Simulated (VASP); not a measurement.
Method: PBEsol GGA, VASP's PBE PAW potentials (set 64) (plane waves; VASP).

VASP ran on this input.

### KPOINTS
```
Automatic mesh
0
Gamma
11 11 4
0 0 0
```

**POSCAR**
```
TaO
1
    2.9177533322     0.0000000000    -0.0000000000
   -1.4588766661     2.5268485140     0.0000000000
   -0.0000000000    -0.0000000000     6.7455373809
Ta O
2 2
Direct
  0.3333330000   0.6666670000   0.0374664467
  0.6666670000   0.3333330000   0.5374664467
  0.3333330000   0.6666670000   0.3375335533
  0.6666670000   0.3333330000   0.8375335533
```

### INCAR
```
# general
SYSTEM =TaO
PREC   =Accurate
ENCUT  =520   # plane-wave cut-off (eV)
LREAL  =.FALSE.   # projection in real space or not
LASPH  =.TRUE.

# electronic loop
EDIFF  =1E-6
NELM   =100   # most electronic steps
ALGO   =Normal   # blocked Davidson
LMAXMIX=6   # l cut-off of mixed one-centre charges

# smearing
ISMEAR =1
SIGMA  =0.1

# functional
GGA    =PS   # PBEsol

# ions
IBRION =2   # conjugate gradients
NSW    =60
ISIF   =3   # ions, shape and volume
EDIFFG =-0.02

# output
LWAVE  =.FALSE.
LCHARG =.FALSE.
```

POTCAR, in this order: Ta_pv O (PBE.64 set). Program: vasp_std.

Unless said otherwise, spin-orbit coupling is left out, though it shifts the bands of the heavy elements here.

Question: Estimate the energy per atom (σ→0), volume per atom, band gap (on the k-mesh).

Answer: 
* **energy per atom (σ→0)**: -10.559 eV/atom
* **band gap (on the k-mesh)**: none (metal, semimetal or under 0.01 eV)
* **volume per atom**: 12.41 Å³/atom

File OSZICAR:
```
...
       N       E                     dE             d eps       ncg     rms          rms(c)
DAV:   1    -0.422418234477E+02   -0.51958E-02   -0.15492E-01  2031   0.408E+00    0.606E-01
DAV:   2    -0.422382751742E+02    0.35483E-02   -0.10975E-02  2206   0.846E-01    0.251E-01
DAV:   3    -0.422375522140E+02    0.72296E-03   -0.18298E-03  2417   0.401E-01    0.444E-02
DAV:   4    -0.422375212068E+02    0.31007E-04   -0.15647E-04  2604   0.104E-01    0.315E-02
DAV:   5    -0.422375205126E+02    0.69416E-06   -0.15731E-05  2366   0.279E-02    0.611E-03
DAV:   6    -0.422375196706E+02    0.84196E-06   -0.32996E-06  1922   0.159E-02
   5 F= -.42237520E+02 E0= -.42236162E+02  d E =-.366577E-03
```

The structure was generated: TaO was put into the wurtzite type (P6_3mc), which need not be its known phase. This run relaxes it. Symmetry was kept, so distortions that lower it aren't found. The start is the result of an earlier pass.
